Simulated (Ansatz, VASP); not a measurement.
# WS2 (Tungstenite) in two plane-wave programs

Aim: how closely do two programs agree when they are given the same cell, functional and k mesh? The cell is taken from a series of runs on this material, whose earlier steps may have relaxed, scaled, displaced or heated it; both programs get it as it stands.

Program: Ansatz 0.2.0. Level of theory: plane waves, with VASP 6.6.1 beside it; zone-centre phonons at PBE with D3(BJ). Results are calculated unless marked as measured.

## (1) The starting structure

It takes space group P6_3/mmc (No. 194, hexagonal). The conventional cell has a = 3.154 Å, b = 3.154 Å, c = 12.143 Å, α = 90.00°, β = 90.00°, γ = 120.00°. W has 6 S at 2.41 Å nearest. Nearest to S lie 3 W at 2.41 Å. Farther neighbours and most contacts between anions are not listed.

## (2) Ansatz: zone-centre phonons, PBE with D3(BJ)

Ansatz runs on its default PAW (the set named soft_2) files.

Second derivatives magnify differences that forces hide, and they need a tight electronic threshold.

input.yaml reads:

```yaml
crystal:
  lattice:
    - [3.154059968, 0.0, 0.0]
    - [-1.577029984, 2.7314960573, 0.0]
    - [0.0, 0.0, 12.1425150914]
  atoms:
    - { symbol: W, position: [0.3333333333, 0.6666666667, 0.25] }
    - { symbol: W, position: [0.6666666667, 0.3333333333, 0.75] }
    - { symbol: S, position: [0.3333333333, 0.6666666667, 0.6203110127] }
    - { symbol: S, position: [0.6666666667, 0.3333333333, 0.1203110127] }
    - { symbol: S, position: [0.3333333333, 0.6666666667, 0.8796889873] }
    - { symbol: S, position: [0.6666666667, 0.3333333333, 0.3796889873] }
kpoints:
  mp_grid: { grid: [9, 9, 2] }
hamiltonian:
  xc: pbe
  dispersion: d3bj
scf:
  occupations: { method: fixed }
output:
  eigenvalues: true
phonons:
  method: dfpt
  dielectric: true
  rigid_motions: translations
```

Launch:

```
$ ansatz run input.yaml --threads 4 --pin off --max-ram 16384MiB --backend cpu --events-out ev --progress --plain --runs-dir out
```

Numbers of over 12 decimals in the logs are rounded to 6 here.

What it wrote:

```text
Engine: ansatz 0.2.0, aarch64-unknown-linux-gnu
Pseudopotentials: kind: paw
Pseudopotential: W, paw, valence charge 14, recommended cutoff 420 eV (normal), W.paw.azcp
Pseudopotential: S, paw, valence charge 6, recommended cutoff 420 eV (normal), S.paw.azcp
Functional definition: PBE
  parameter kappa = 0.804
  parameter beta = 0.066725
  exchange = pbe_x(kappa = kappa, mu = beta*pi^2/3)
  correlation = pbe_c(beta = beta)
Crystal: 6 atoms, lattice volume = 104.611 Å³
Basis set: ecut = 420 eV, 2033 PW (Γ), exchange–correlation on 48×48×180 points (8 copies of the dense FFT grid, shifted against one another)
Bands: 32, of which v1, the nominal top of the filled ones, is band 26 counted from 1 (25 counted from 0)
Symmetry: 24 space group operations
k-points: 50 of 162 (irreducible under 2 space group operations, time reversal used)
Non-local potential: W, projectors of the file, l = 0: 3, l = 1: 2, l = 2: 2, l = 3: 1
Non-local potential: S, projectors of the file, l = 0: 2, l = 1: 2, l = 2: 2
PAW form: soft (Blöchl's): semilocal exchange-correlation on the pseudo side does not see the compensation charge
PAW one-centre angular grid: W, 590 points (default); XC on 64 Gauss nodes
PAW one-centre angular grid: S, 110 points (default); XC on 64 Gauss nodes
Initial density: superposition of atomic densities (neutral atoms: chi_scale 0, normalization atom), corrected by the library's trained network
Initial wavefunctions: pseudopotential atomic-orbital guess
Functional: x = pbe(κ = 0.804, μ = 0.219515), c = pbe(β = 0.066725)
SCF iter   1: F=—  HF=-24385.309503 eV  |F-HF|=—  |Δ(HF+E_count)|=         —  Δρ=5.14e-3  dr2=1.05e-2  ethr=1.77e-3  ⟨swp⟩=5.0  Hψ=6429  notcnv=0  defer=146
preconditioner: auto → Resta (q_TF=auto, 2.428 Å⁻¹)  ε∞=7.6  [insulator: Δε(μ)=0.998 eV  Ē_g=8.457 eV  n_scr=26 (ndim 8)  ℏωp=21.8 eV  f_vac=0.012  ε∞_Penn≈7.6]
SCF iter   2: F=—  HF=-24385.315057 eV  |F-HF|=—  |Δ(HF+E_count)|=   5.55e-3  Δρ=2.85e-3  dr2=2.50e-3  ethr=2.01e-5  ⟨swp⟩=2.0  Hψ=2639  notcnv=0  defer=198
SCF iter   3: F=—  HF=-24385.319408 eV  |F-HF|=—  |Δ(HF+E_count)|=   4.35e-3  Δρ=8.03e-4  dr2=4.21e-4  ethr=4.81e-6  ⟨swp⟩=2.0  Hψ=2335  notcnv=0  defer=198
SCF iter   4: F=—  HF=-24385.319663 eV  |F-HF|=—  |Δ(HF+E_count)|=   2.55e-4  Δρ=9.73e-5  dr2=1.65e-5  ethr=8.09e-7  ⟨swp⟩=2.0  Hψ=2288  notcnv=0  defer=192
SCF iter   5: F=—  HF=-24385.319671 eV  |F-HF|=—  |Δ(HF+E_count)|=   7.63e-6  Δρ=3.17e-5  dr2=1.17e-6  ethr=3.17e-8  ⟨swp⟩=2.0  Hψ=2293  notcnv=0  defer=81
SCF iter   6: F=—  HF=-24385.319668 eV  |F-HF|=—  |Δ(HF+E_count)|=   2.86e-6  Δρ=8.33e-6  dr2=8.24e-8  ethr=2.25e-9  ⟨swp⟩=2.0  Hψ=2346  notcnv=0  defer=73
SCF iter   7: F=—  HF=-24385.319668 eV  |F-HF|=—  |Δ(HF+E_count)|=   8.04e-8  Δρ=1.41e-6  dr2=2.90e-9  ethr=1.58e-10  ⟨swp⟩=2.0  Hψ=2426  notcnv=0  defer=73
SCF iter   8: F=—  HF=-24385.319668 eV  |F-HF|=—  |Δ(HF+E_count)|=   3.49e-9  Δρ=3.03e-7  dr2=2.19e-10  ethr=5.57e-12  ⟨swp⟩=2.0  Hψ=2410  notcnv=0  defer=73
SCF iter   9: F=-24385.319668 eV  HF=-24385.319668 eV  |F-HF|=0.00e0  |Δ(HF+E_count)|=  1.38e-10  Δρ=7.92e-8  dr2=9.72e-12  ethr=1.00e-12  ⟨swp⟩=12.7  Hψ=10341  notcnv=0
SCF 1 converged in 9 iterations: F = -24385.319668 eV  dr2 = 9.72e-12
  greatest PAW one-centre occupation: 1.000 electrons in one spin orbital (limit 2), on the W atom at site 1 (counted from 0), in its partial waves of l = 0
NSCF: frozen V_eff on 4 k-points
DFPT response loops at Γ: preconditioner auto → Resta (q_TF=auto, 2.428 Å⁻¹)  ε∞=7.7 (no band partly filled); β = 1.00, the filter's whole step (`scf.mixing.beta` (0.50) is not read by the response loops at its default; to damp them type it under 1.00, their step now; it binds the ground state too); Broyden in place of MSR1
── the response to a field inside a basis, on 10×10×2 k-points: an SCF that follows is theirs, and a resumed run solves both again ──
Bands: 27, of which v1, the nominal top of the filled ones, is band 26 counted from 1 (25 counted from 0)
k-points: 30 of 200 (irreducible under 8 space group operations)
Initial density: handed on by an earlier stage of this run
Initial wavefunctions: pseudopotential atomic-orbital guess (no wavefunctions were taken with the density)
Eigensolver: Dense (30 Hₖ)
SCF iter   1: F=—  HF=-24385.261342 eV  |F-HF|=—  |Δ(HF+E_count)|=         —  Δρ=2.84e-4  dr2=1.86e-5  ethr=1.00e-1
preconditioner: auto → Resta (q_TF=auto, 2.428 Å⁻¹)  ε∞=9.0  [insulator: Δε(μ)=1.189 eV  Ē_g=7.712 eV  n_scr=26 (ndim 8)  ℏωp=21.8 eV  f_vac=0.009  ε∞_Penn≈9.0]
SCF iter   2: F=—  HF=-24385.261357 eV  |F-HF|=—  |Δ(HF+E_count)|=   1.53e-5  Δρ=1.56e-4  dr2=6.11e-6  ethr=3.57e-8
SCF iter   3: F=-24385.261364 eV  HF=-24385.261364 eV  |F-HF|=1.83e-8  |Δ(HF+E_count)|=   6.52e-6  Δρ=8.79e-6  dr2=6.90e-8  ethr=1.18e-8
SCF 1 converged in 3 iterations: F = -24385.261364 eV  dr2 = 6.90e-8
  greatest PAW one-centre occupation: 0.999 electrons in one spin orbital (limit 2), on the W atom at site 1 (counted from 0), in its partial waves of l = 0
DFPT response loops at Γ: preconditioner auto → Resta (q_TF=auto, 2.428 Å⁻¹)  ε∞=7.1 (no band partly filled); β = 1.00, the filter's whole step (`scf.mixing.beta` (0.50) is not read by the response loops at its default; to damp them type it under 1.00, their step now; it binds the ground state too); Broyden in place of MSR1
WARN: field response: ε∞ stands inside a basis, on 10×10×2 points; the force constants stand on the 9×9×2 k-mesh, whose period is 12.55 times the interband length at k = (0.3333, 0.3333, 0.0000), direct gap 1.831 eV, under 14: take them and everything formed from them as unconverged, and compare with a denser kpoints.mp_grid
SCF converged after 9 iterations
Free energy (F): -24385.319668 eV
Harris-Foulkes:  -24385.319668 eV  (|F-HF|=0.00e0)
Internal energy: -24385.319668 eV  (E = F + TS)
E sigma→0 (E₀):  -24385.319668 eV
Fermi energy:    12.068333 eV
--- Per-component energies (eV) ---
  E_band       = -357.410133
  E_kinetic    = 1334.639437
  E_local      = -3361.045944  (includes V_loc(G=0)·N_el)
  E_nonlocal   = 114.824049
  E_hartree    = 1327.899092
  E_xc         = -925.244887
  E_vxc        = -831.359539  (∫ρ·V_xc dr)
  E_paw        = -19526.335809  (= ΣΔE_a)
  E_vpaw       = -270.266263  (= ΣTr[D̂ρ^β])
  E_aug_tail   = -0.000123  (compensation charges beyond the density's cutoff)
  E_ewald      = -3347.444409
  E_disp       = -2.611075  (pairwise vdW)
  E_smearing   = -0.000000  (= −TS)
  E_closure    = 0.000000  (closes the sum)
  Σ components = -24385.319668   (vs F -24385.319668, Δ=0.00e0)
--- Band table (eV; the first three rows and the last of 50) ---
  k-point 0: bands = [... 22 lower, 9.8472, 10.6476, 10.7709, 12.0683, 14.3178, 14.3178, 14.3308, 14.3308, ... 2 higher]
  k-point 1: bands = [... 22 lower, 9.8131, 9.8131, 11.7593, 11.7593, 14.3044, 14.3044, 14.3044, 14.3044, ... 2 higher]
  k-point 2: bands = [... 22 lower, 9.8184, 10.7697, 10.7916, 11.6372, 13.9904, 14.1429, 14.1791, 14.2921, ... 2 higher]
  k-point 49: bands = [... 22 lower, 9.6001, 9.6001, 10.6158, 10.6158, 13.6067, 13.6067, 14.6148, 14.6148, ... 2 higher]
--- Phonons (Γ-DFPT): 4 representative perturbations + reference, on 50 of 162 k-points (Σ response iterations 12) ---
  k mesh reduced under 2 symmetry operations, with k and −k counted as one. Each operation leaves every solved perturbation unchanged. A smaller set is not considered because the run solves the response to a homogeneous field
  ASR residual: 2.886e-5 → 0.000e0 eV/Å²; symmetrization residual: 7.661e-6 eV/Å²
  pairwise dispersion correction: d3bj (s6 = 1.0, s8 = 0.7875, a1 = 0.4289, a2_bohr = 4.4407), with the weights of each atom's references fixed at the reference crystal's, and the forces and stress that the weights' published response gives there kept as a pressure on the atom's counted neighbours (hamiltonian.dispersion)
  ASR residual per site (eV/Å²): 2.75e-5 2.75e-5 2.89e-5 2.89e-5 2.89e-5 2.89e-5
  Γ frequencies (cm⁻¹): 0.00 0.00 0.00 29.19 29.19 50.68 291.21 291.21 294.22 294.22 350.37 350.37 350.63 350.63 411.49 420.21 431.57 438.03
  ε∞ (high-frequency dielectric tensor):
       14.125611    -0.000000     0.000000
       -0.000000    14.125611     0.000000
        0.000000     0.000000     6.618033
  ε⁰ (static dielectric tensor: ions relaxed, cell fixed):
       14.175623    -0.000000    -0.000000
       -0.000000    14.175623    -0.000000
       -0.000000    -0.000000     6.645791
  ε⁰ − ε∞ (ionic part):
        0.050012    -0.000000    -0.000000
       -0.000000     0.050012    -0.000000
       -0.000000    -0.000000     0.027758
  softest optical mode at Γ: 29.19 cm⁻¹; the repairs (sum rule, projections) moved no ω² at Γ by more than (1.19 cm⁻¹)²
  Born effective charges Z* (e; rows j = field, columns β = displacement):
    site 0:
        -0.55700   -0.00000    0.00000
         0.00000   -0.55700    0.00000
         0.00000    0.00000   -0.51113
    site 1:
        -0.55700   -0.00000    0.00000
         0.00000   -0.55700    0.00000
         0.00000    0.00000   -0.51113
    site 2:
         0.27850   -0.00000   -0.00000
         0.00000    0.27850    0.00000
        -0.00000    0.00000    0.25557
    site 3:
         0.27850    0.00000    0.00000
        -0.00000    0.27850   -0.00000
        -0.00000   -0.00000    0.25557
    site 4:
         0.27850    0.00000   -0.00000
        -0.00000    0.27850   -0.00000
        -0.00000   -0.00000    0.25557
    site 5:
[...]
Z* charge neutrality: 2.390e-2 e pre-enforcement
  solved inside a basis spanned on kpoints, on 10×10×2 k-points, its susceptibility summed on 22×22×6: ε∞ is read to err by 6.7e-2, Z* by 2.2e-2 e (field_mesh: kpoints solves on kpoints); Z* is corrected for what the basis lacks
  optical modes at Γ without the LO–TO term, one row a degenerate level:
      ω (cm⁻¹)  modes    IR ((D/Å)²/amu)
[...]
optical modes at Γ + LO–TO along q̂ = [1.0000, 0.0000, 0.0000]:
      ω (cm⁻¹)  modes    IR ((D/Å)²/amu)
[...]
optical modes at Γ + LO–TO along q̂ = [0.0000, 1.0000, 0.0000]:
      ω (cm⁻¹)  modes    IR ((D/Å)²/amu)
[...]
optical modes at Γ + LO–TO along q̂ = [0.0000, 0.0000, 1.0000]:
      ω (cm⁻¹)  modes    IR ((D/Å)²/amu)
[...]
291.21      2             0.0000
        294.22      2             0.0000
        350.37      2             0.6023
        350.63      2             0.0000
        411.49      1             0.0000
        420.21      1             0.0000
        432.47      1             0.2536
        438.03      1             0.0000
```

The column dr2 measures how far the density is from self-consistency, as an energy; F and HF (Harris–Foulkes) agree once it is small.

(Part 1 of 2 ends here.)

[Lines on the potential files, build, host, timing and source positions are cut from VASP's logs without a mark.]

[Logs are printed without paths, hosts, clocks, repeated set-up lines and the standing remarks that a program may print on its own settings, such as how far it seeks lower states.]

[Hosts, paths, dates, database ids (printed as entryN), source tags and the programs' standing remarks are cut or masked in the printed files.]
